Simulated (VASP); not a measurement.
# OsO3 (P4/mmm) in VASP: settings compared

The runs below take OsO3 through relaxation of cell and atoms, relaxation of the atoms, with PBE, LDA.

All numbers are computed with VASP 6.6.1; they aren't measurements. Logs are shortened: lines on timing, memory, paths and dates and some standing lists are left out, and cuts for length are marked.

### 1 Starting point

It takes space group P4/mmm (No. 123, tetragonal). Conventional cell: a = 2.755 Å, b = 2.755 Å, c = 6.980 Å, α = 90.00°, β = 90.00°, γ = 90.00°. Os (site symmetry 4/mmm) has 8 O at 2.54 Å and 4 Os at 2.75 Å as nearest neighbours. O (site symmetry 4mm) has 4 Os at 2.54 Å and 8 O at 2.69 to 2.75 Å as nearest neighbours. O (site symmetry 4/mmm) is surrounded by 12 O at 2.69 to 2.75 Å.

The cell was built by a generator and needn't be a form met in nature.

### 2 Relaxation of cell and atoms, PBE

File INCAR:

```
SYSTEM = OsO3
ALGO = Fast
EDIFF = 1E-6
EDIFFG = -0.005
ENCUT = 600
GGA = PE
IBRION = 2
ISIF = 3
ISMEAR = 0
LASPH = .TRUE.
LCHARG = .FALSE.
LREAL = .FALSE.
LWAVE = .FALSE.
NELM = 80
NSW = 40
PREC = Accurate
SIGMA = 0.05
```

File KPOINTS:

```
k-points
0
G
  10 10 4
  0 0 0
```

File POSCAR:

```
OsO3
1.0
    2.7545844600      0.0000000000      0.0000000000
    0.0000000000      2.7545844600      0.0000000000
    0.0000000000      0.0000000000      6.9795482800
Os O
1 3
Direct
    0.0000000000      0.0000000000      0.0000000000
    0.5000000000      0.5000000000      0.7661913000
    0.0000000000      0.0000000000      0.5000000000
    0.5000000000      0.5000000000      0.2338087000
```

Potentials or basis: VASP PAW PBE potentials, release 64 (Os, O).

On the command line:

```console
cat potpaw_PBE.64/Os/POTCAR potpaw_PBE.64/O/POTCAR > POTCAR
mpirun -np 1 vasp_std > vasp.out
```

OUTCAR:

```text
SYSTEM = OsO3
   EDIFF = 1E-6
   EDIFFG = -0.005
   ENCUT = 600
   GGA = PE
   IBRION = 2
   ISIF = 3
   ISMEAR = 0
   LASPH = .TRUE.
   LREAL = .FALSE.
   NELM = 80
   NSW = 40
   PREC = Accurate

 ion  position               nearest neighbor table
   1  0.000  0.000  0.000-   2 2.54   4 2.54   2 2.54   4 2.54   2 2.54   4 2.54   2 2.54   4 2.54

   2  0.500  0.500  0.766-   1 2.54   1 2.54   1 2.54   1 2.54
   3  0.000  0.000  0.500-
   4  0.500  0.500  0.234-   1 2.54   1 2.54   1 2.54   1 2.54

  LATTYP: Found a simple tetragonal cell.
 ALAT       =     2.7545844600
 C/A-ratio  =     2.5337935291

  Lattice vectors:

 A1 = (   2.7545844600,   0.0000000000,   0.0000000000)
 A2 = (   0.0000000000,   2.7545844600,   0.0000000000)
 A3 = (   0.0000000000,   0.0000000000,   6.9795482800)

Analysis of symmetry for initial positions (statically):
=====================================================================
 Subroutine PRICEL returns:
 Original cell was already a primitive cell.

 Routine SETGRP: Setting up the symmetry group for a
 simple tetragonal supercell.

 Subroutine GETGRP returns: Found 16 space group operations
 (whereof 16 operations were pure point group operations)
 out of a pool of 16 trial point group operations.

The static configuration has the point symmetry D_4h.

Analysis of symmetry for dynamics (positions and initial velocities):
=====================================================================
 Subroutine PRICEL returns:
 Original cell was already a primitive cell.

 Routine SETGRP: Setting up the symmetry group for a
 simple tetragonal supercell.

 Subroutine GETGRP returns: Found 16 space group operations
 (whereof 16 operations were pure point group operations)
 out of a pool of 16 trial point group operations.

The dynamic configuration has the point symmetry D_4h.

 Subroutine INISYM returns: Found 16 space group operations
 (whereof 16 operations are pure point group operations),
 and found     1 'primitive' translations

----------------------------------------------------------------------------------------

                                     Primitive cell

  volume of cell :      52.9590

  direct lattice vectors                    reciprocal lattice vectors
     2.754584460  0.000000000  0.000000000     0.363031163  0.000000000  0.000000000
     0.000000000  2.754584460  0.000000000     0.000000000  0.363031163  0.000000000
     0.000000000  0.000000000  6.979548280     0.000000000  0.000000000  0.143275748

  length of vectors
     2.754584460  2.754584460  6.979548280     0.363031163  0.363031163  0.143275748

  position of ions in fractional coordinates (direct lattice)
     0.000000000  0.000000000  0.000000000
     0.500000000  0.500000000  0.766191300
     0.000000000  0.000000000  0.500000000
     0.500000000  0.500000000  0.233808700

  ion indices of the primitive-cell ions
   primitive index   ion index
                 1           1
                 2           2
                 3           3
                 4           4

----------------------------------------------------------------------------------------

 KPOINTS: k-points

Automatic generation of k-mesh.
 Grid dimensions read from file:
 generate k-points for:   10   10    4

 Generating k-lattice:

  Cartesian coordinates                     Fractional coordinates (reciprocal lattice)
     0.036303116  0.000000000  0.000000000     0.100000000  0.000000000  0.000000000
     0.000000000  0.036303116  0.000000000     0.000000000  0.100000000  0.000000000
     0.000000000  0.000000000  0.035818937     0.000000000  0.000000000  0.250000000

  Length of vectors
     0.036303116  0.036303116  0.035818937

  Shift w.r.t. Gamma in fractional coordinates (k-lattice)
     0.000000000  0.000000000  0.000000000

 Subroutine IBZKPT returns following result:
 ===========================================

 Found     63 irreducible k-points:

 Following reciprocal coordinates:
            Coordinates               Weight
  0.000000  0.000000  0.000000      1.000000
  0.100000  0.000000  0.000000      4.000000
  0.200000  0.000000  0.000000      4.000000
  0.300000  0.000000  0.000000      4.000000
  0.400000  0.000000  0.000000      4.000000
  0.500000  0.000000  0.000000      2.000000
[... 16 lines left out ...]
  0.100000  0.000000  0.250000      8.000000
  0.200000  0.000000  0.250000      8.000000
 [... further k-points ...]
   k-points           NKPTS =     63   k-points in BZ     NKDIM =     63   number of bands    NBANDS=     17
   number of dos      NEDOS =    301   number of ions     NIONS =      4
   total plane-waves  NPLWV =  32256
   dimension x,y,z NGX =    24 NGY =   24 NGZ =   56
   dimension x,y,z NGXF=    48 NGYF=   48 NGZF=  112
   ions per type =               1   3
   NGX,Y,Z   is equivalent  to a cutoff of  14.48, 14.48, 13.34 a.u.
   NGXF,Y,Z  is equivalent  to a cutoff of  28.97, 28.97, 26.68 a.u.
 SYSTEM =  OsO3
   PREC   = accura    normal or accurate (medium, high low for compatibility)
   ISTART =      0    job   : 0-new  1-cont  2-samecut
   ICHARG =      2    charge: 1-file 2-atom 10-const
   ISPIN  =      1    spin polarized calculation?
   LNONCOLLINEAR =      F non collinear calculations
   LSORBIT =      F    spin-orbit coupling
   LASPH  =      T    aspherical Exc in radial PAW
   ENCUT  =  600.0 eV  44.10 Ry    6.64 a.u.   5.50  5.50 13.94*2*pi/ulx,y,z
   NELM   =     80;   NELMIN=  2; NELMDL= -5     # of ELM steps
   EDIFF  = 0.1E-05   stopping-criterion for ELM
   LREAL  =      F    real-space projection
   EDIFFG = -.5E-02   stopping-criterion for IOM
   NSW    =     40    number of steps for IOM
   IBRION =      2    ionic relax: 0-MD 1-quasi-New 2-CG
   NFREE  =      1    steps in history (QN), initial steepest desc. (CG)
   ISIF   =      3    stress and relaxation
   ISYM   =      2    0-nonsym 1-usesym 2-fastsym
   POTIM  = 0.5000    time-step for ionic-motion
   TEBEG  =    0.0;   TEEND  =   0.0 temperature during run
   PSTRESS=    0.0 pullay stress
   NELECT =      26.0000    total number of electrons
   NUPDOWN=      -1.0000    fix difference up-down
   EMIN   =  10.00;   EMAX   =-10.00  energy-range for DOS
   EFERMI =   0.00;   METHOD = LEGACY
   ISMEAR =     0;   SIGMA  =   0.05  broadening in eV -4-tet -1-fermi 0-gaus
   EFERMI_NEDOS =   21; number of points for ismear=-14 and -15
   IALGO  =     68    algorithm
   IMIX   =      4    mixing-type and parameters
     AMIX     =   0.40;   BMIX     =  1.00
     AMIX_MAG =   1.60;   BMIX_MAG =  1.00
  volume/ion in A,a.u.               =      13.24        89.35
  Fermi-wavevector in a.u.,A,eV,Ry     =   1.291475  2.440534 22.693273  1.667909
  Thomas-Fermi vector in A             =   2.423243
   LORBIT       =      0    0 simple, 1 ext, 2 COOP (PROOUT), +10 PAW based schemes
   GGA     = PE    functional components
   LHFCALC =     F    Hartree Fock is set to
   AEXX    =    0.0000 exact exchange contribution
   IVDW    =     0    specifies the selected vdW correction
   LEPSILON=     F    determine dielectric tensor
   LRPA    =     F    only Hartree local field effects (RPA)
 conjugate gradient relaxation of ions
 non-spin polarized calculation
 RMM-DIIS sequential band-by-band and
 Gauss-broadening in eV      SIGMA  =   0.05
  energy-cutoff  :      600.00
  volume of cell :       52.96
 maximum number of plane-waves:      1796
 NGX is ok and might be reduce to    24
   NGX = 11   NGY = 11   NGZ = 27

--------------------------------------- Ionic step        1  -------------------------------------------

 number of electron      25.9999996 magnetization

 Free energy of the ion-electron system (eV)
  ---------------------------------------------------
  ext. energy  EPLUGINS =         0.00000000
  ---------------------------------------------------
  free energy    TOTEN  =       -19.13595928 eV

  energy without entropy =      -19.12936284  energy(sigma->0) =      -19.13266106

------------------------ aborting loop because EDIFF is reached ----------------------------------------

  FORCE on cell =-STRESS in cart. coord.  units (eV):
  Direction    XX          YY          ZZ          XY          YZ          ZX
  --------------------------------------------------------------------------------------
  -------------------------------------------------------------------------------------
  Total       -8.8163547     -8.8163547    -15.1742555      0.0000000     -0.0000000      0.0000000
  in kB     -266.7227972   -266.7227972   -459.0695344      0.0000000     -0.0000000      0.0000000
  external PRESSURE =    -330.8383763 kB  Pullay stress =       0.0000000 kB
[... 95 lines left out ...]
  FREE ENERGIE OF THE ION-ELECTRON SYSTEM (eV)
  ---------------------------------------------------
  free  energy   TOTEN  =       -22.3335642137 eV

  energy  without entropy=      -22.3325782755  energy(sigma->0) =      -22.33307124

 E-fermi :   3.4259     XC(G=0): -11.4517

 val. band max:        3.4191550147   @ k =   0.1000   0.0000   0.0000
 cond. band min:       3.4273968415   @ k =   0.5000   0.2000   0.5000
 fundamental gap:      0.0082418268
 Fermi energy:         3.4258800385

 k-point     1 :       0.0000    0.0000    0.0000
  band No.  band energies     occupation
      1     -18.3140      2.00000
      2     -16.2032      2.00000
      3     -12.7391      2.00000
      4      -5.2550      2.00000
      5      -4.1721      2.00000
      6      -1.7994      2.00000
[... 9 lines left out ...]
     16       5.6606      0.00000
     17       5.6606      0.00000
[... 443 lines left out ...]
      1     -17.7524      2.00000
      2     -16.2060      2.00000
      3     -12.4896      2.00000
      4      -4.9650      2.00000
      5      -3.8336      2.00000
      6      -2.4450      2.00000
[... 9 lines left out ...]
     16       4.5311      0.00000
     17       4.8544      0.00000

 [... further k-points ...]

[... ionic steps 4 to 23 ...]

--------------------------------------- Ionic step       24  -------------------------------------------

 number of electron      26.0000009 magnetization

------------------------ aborting loop because EDIFF is reached ----------------------------------------

  FORCE on cell =-STRESS in cart. coord.  units (eV):
  Direction    XX          YY          ZZ          XY          YZ          ZX
  --------------------------------------------------------------------------------------
  -------------------------------------------------------------------------------------
  Total       -0.0027778     -0.0027778     -0.0639608      0.0000000      0.0000000      0.0000000
  in kB       -0.1014746     -0.1014746     -2.3364931      0.0000000      0.0000000      0.0000000
  external PRESSURE =      -0.8464808 kB  Pullay stress =       0.0000000 kB
[... 61 lines left out ...]
  energy  without entropy=      -22.7396581805  energy(sigma->0) =      -22.74262734

--------------------------------------- Ionic step       26  -------------------------------------------

 number of electron      26.0000009 magnetization

 Free energy of the ion-electron system (eV)
  ---------------------------------------------------
  ext. energy  EPLUGINS =         0.00000000
  ---------------------------------------------------
  free energy    TOTEN  =       -22.74560521 eV

  energy without entropy =      -22.73966283  energy(sigma->0) =      -22.74263402

 E-fermi :   3.4594     XC(G=0): -11.4650

 val. band max:        3.4545748672   @ k =   0.1000   0.0000   0.0000
 cond. band min:       3.4603262740   @ k =   0.5000   0.2000   0.5000
 fundamental gap:      0.0057514068
 Fermi energy:         3.4594243820

 k-point     1 :       0.0000    0.0000    0.0000
  band No.  band energies     occupation
      1     -18.3086      2.00000
      2     -16.2011      2.00000
      3     -12.7151      2.00000
      4      -5.2611      2.00000
      5      -4.1798      2.00000
      6      -1.7819      2.00000
[... 9 lines left out ...]
     16       5.6945      0.00000
     17       5.6945      0.00000
[... 443 lines left out ...]
      1     -17.7436      2.00000
      2     -16.2039      2.00000
      3     -12.4633      2.00000
      4      -4.9653      2.00000
      5      -3.8293      2.00000
      6      -2.4371      2.00000
[... 9 lines left out ...]
     16       4.5637      0.00000
     17       4.8880      0.00000

 [... further k-points ...]

------------------------ aborting loop because EDIFF is reached ----------------------------------------

  FORCE on cell =-STRESS in cart. coord.  units (eV):
  Direction    XX          YY          ZZ          XY          YZ          ZX
  --------------------------------------------------------------------------------------
  -------------------------------------------------------------------------------------
  Total       -0.0177472     -0.0177472      0.0079063      0.0000000      0.0000000     -0.0000000
  in kB       -0.6485241     -0.6485241      0.2889144      0.0000000      0.0000000     -0.0000000
  external PRESSURE =      -0.3360446 kB  Pullay stress =       0.0000000 kB
[... 19 lines left out ...]
  FREE ENERGIE OF THE ION-ELECTRON SYSTEM (eV)
  ---------------------------------------------------
  free  energy   TOTEN  =       -22.7456052071 eV

  energy  without entropy=      -22.7396628298  energy(sigma->0) =      -22.74263402

 reached required accuracy - stopping structural energy minimisation
```

Wall time 14 min (1 thread of Intel Xeon Platinum 8488C (Sapphire Rapids), shared host); peak memory 0.24 GiB.

Results:

```yaml
Free_energy: -22.7456 eV
Relaxed_volume: 10.96 Å³/atom
Relaxed_cell: a = 2.593 Å, b = 2.593 Å, c = 6.522 Å, α = 90.00°, β = 90.00°, γ = 90.00°
Space_group_after_relaxing_to_0.05_Å: P4/mmm (No. 123)
Energy_gained_by_relaxing: 902.4 meV/atom
Ionic_steps: 26
Pressure_after_relaxing: 0.0 GPa
Band_gap_on_the_k_mesh: none (metal or under the smearing width)
```

The path:
```csv
step,energy change (eV),largest force (eV/Å),pressure (GPa),volume (Å³)
1,0.0000,4.0747,-33.08,52.96
2,-2.6625,0.5120,51.00,34.55
3,-3.1976,1.9673,9.04,38.43
4,-3.1989,1.8432,11.13,38.16
5,-3.4621,0.9750,6.56,39.52
6,-3.5076,0.0240,6.99,39.16
7,-3.5165,0.7476,-5.69,41.37
8,-3.5342,0.4141,-0.35,40.36
9,-3.5539,0.2967,-0.32,40.73
10,-3.5908,0.0578,0.30,41.83
11,-3.5834,0.8044,3.70,43.98
12,-3.5977,0.4732,1.96,42.93
13,-3.6075,0.1976,0.35,43.55
14,-3.6089,0.1003,-0.18,43.77
15,-3.6085,0.0888,-1.17,44.21
16,-3.6093,0.0337,-0.49,43.93
17,-3.6093,0.0244,-0.60,43.95
18,-3.6096,0.0201,-0.13,43.88
19,-3.6096,0.0213,-0.06,43.86
20,-3.6096,0.0184,0.07,43.84
21,-3.6096,0.0177,0.04,43.85
22,-3.6096,0.0181,0.00,43.86
23,-3.6096,0.0191,-0.02,43.86
24,-3.6096,0.0116,-0.08,43.86
25,-3.6096,0.0005,-0.11,43.86
26,-3.6096,0.0000,-0.03,43.84
```

Final structure:
```
Os O
1.0
     2.59284    0.00000    0.00000
     0.00000    2.59284    0.00000
     0.00000    0.00000    6.52174
Os O
1 3
Direct
  0.00000 0.00000 0.00000
  0.50000 0.50000 0.82017
  0.00000 0.00000 0.50000
  0.50000 0.50000 0.17983
```

Caveat: the volume moved by over 15 % at a fixed basis, so the end points are rough. Spin-orbit coupling is left out, which matters for the levels of Os.

### 3 Relaxation of the atoms, LDA

File INCAR:

```
SYSTEM = OsO3
  PREC = Accurate
  ENCUT = 520
  EDIFF = 1E-6
  ISMEAR = 0
  SIGMA = 0.05
  LREAL = .FALSE.
  LASPH = .TRUE.
  NELM = 60
  ALGO = Fast
  ISIF = 2
  LWAVE = .FALSE.
  LCHARG = .FALSE.
  GGA = CA
  IBRION = 2
  NSW = 60
  EDIFFG = -0.02
```

File KPOINTS:

```
regular mesh
0
G
  10 10 4
  0 0 0
```

POSCAR is that of step 2.

Potentials or basis: VASP PAW LDA potentials, release 64 (Os, O).

On the command line:

```console
cat potpaw_LDA.64/Os/POTCAR potpaw_LDA.64/O/POTCAR > POTCAR
mpirun -np 1 vasp_std > vasp.out
```

Run time: 5.1 min. Hardware: 1 thread of Intel Xeon Platinum 8488C (Sapphire Rapids), shared host; peak memory 0.18 GiB.

The run converged. Its results:

- Free energy: -25.1291 eV
- Energy gained by relaxing: 795.9 meV/atom
- Ionic steps: 10
- Pressure after relaxing: -27.6 GPa
- Band gap on the k mesh: none (metal or under the smearing width)

Stress tensor (GPa, compression positive):
```
-37.53   0.00   0.00
  0.00 -37.53   0.00
  0.00   0.00  -7.88
```

The path:
| step | energy change (eV) | largest force (eV/Å) | pressure (GPa) |
| --- | --- | --- | --- |
| 1 | 0.0000 | 4.2568 | -43.30 |
| 2 | -1.7273 | 3.8843 | -40.61 |
| 3 | -0.0941 | 9.1289 | 9.71 |
| 4 | -2.8930 | 2.1796 | -34.34 |
| 5 | -3.0337 | 1.9982 | -21.88 |
| 6 | -3.1730 | 0.4120 | -28.85 |
| 7 | -3.1834 | 0.0615 | -27.81 |
| 8 | -3.1822 | 0.1840 | -27.14 |
| 9 | -3.1831 | 0.0961 | -27.91 |
| 10 | -3.1835 | 0.0011 | -27.65 |

Final structure:
```yaml
crystal:
  lattice:
    - [2.75458, 0.00000, 0.00000]
    - [0.00000, 2.75458, 0.00000]
    - [0.00000, 0.00000, 6.97955]
  atoms:
    - { symbol: Os, position: [0.00000, 0.00000, 0.00000] }
    - { symbol: O, position: [0.50000, 0.50000, 0.83874] }
    - { symbol: O, position: [0.00000, 0.00000, 0.50000] }
    - { symbol: O, position: [0.50000, 0.50000, 0.16126] }
```

Levels at points of the mesh, in eV from the Fermi level:
```
           k point  band 10  band 11  band 12  band 13  band 14  band 15  band 16  band 17
(0.00, 0.00, 0.00)    -2.51    -0.61    -0.44    -0.17     0.52     0.52     1.97     2.61
(0.50, 0.00, 0.00)    -2.40    -1.57    -0.91    -0.24    -0.06     0.70     0.72     1.82
(0.50, 0.50, 0.00)    -1.13    -1.13    -0.96     0.01     1.42     1.77     2.36     2.36
(0.00, 0.00, 0.50)    -1.99    -0.82    -0.61    -0.42     0.51     0.51     1.97     1.97
(0.50, 0.00, 0.50)    -2.40    -1.66    -0.91    -0.16     0.12     0.71     0.72     1.82
(0.50, 0.50, 0.50)    -1.16    -1.15    -1.15     0.27     1.42     1.78     2.38     2.38
```

### 4 The reference run

An earlier run on the cell as given: functional PBE; potentials or basis VASP PAW PBE potentials, release 64 (Os, O); cutoff 520 eV; k mesh 10 × 10 × 4; occupations fermi-dirac, width 0.05 eV; no spin polarisation.

* Pressure: -33.7 GPa
* Largest force: 4.053 eV/Å
* Band gap on the k mesh: none (metal or under the smearing width)

### 5 Overview

| task | level | potentials or basis | cell | cutoff (eV) | smearing | gap on the mesh (eV) | pressure (GPa) |
| --- | --- | --- | --- | --- | --- | --- | --- |
| relaxation of cell and atoms | PBE | VASP PAW PBE potentials, release 64 (Os, O) | relaxed | 600 | gaussian 0.05 eV | none | 0.0 |
| relaxation of the atoms | LDA | VASP PAW LDA potentials, release 64 (Os, O) | atoms relaxed | 520 | gaussian 0.05 eV | none | -27.6 |
| single point | PBE | VASP PAW PBE potentials, release 64 (Os, O) | as given | 520 | fermi-dirac 0.05 eV | none | -33.7 |

Alike in all rows: no spin polarisation; k mesh 10 × 10 × 4.

Caveats: the volume moved by over 15 % at a fixed basis, so the end points are rough (some runs); a pressure of tens of GPa on the cell as given is suspect, and the run, the potentials or the cell itself is likely at fault (some runs); forces of over 1 eV/Å show positions far from the minimum, so gaps and moduli don't describe the material at rest (some runs).

Absolute energies hang on the potentials; compare differences alone.
